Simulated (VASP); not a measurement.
Given:

```xyz
3
Lattice="1.5155 -2.6249 0.0000 1.5155 2.6249 0.0000 0.0000 0.0000 3.2282" Properties=species:S:1:pos:R:3 pbc="T T T"
Ti     0.0000     0.0000     0.0000
B      1.5155     0.8750     1.6141
B      1.5155    -0.8750     1.6141
```

All values below come from PBE GGA, VASP's PBE PAW potentials (set 64) (plane waves; VASP). Numerical set-up: 520 eV cut-off, 13×13×11 Γ-centred mesh, tetrahedra with Blöchl corrections, potentials Ti_sv B.

The cores are frozen, which limits the accuracy of field gradients.

Q: Give the principal components of the electric field gradient (V/Å²) and the asymmetry η at each nucleus.

A: 
| atom | Vxx | Vyy | Vzz | η |
|---|---|---|---|---|
| Ti1 | -9.1 | -9.1 | 18.2 | 0.00 |
| B2 | -2.3 | -2.3 | 4.7 | 0.00 |
| B3 | -2.3 | -2.3 | 4.7 | 0.00 |

The compound is TiB2 in the AlB2 type structure. It was relaxed first.
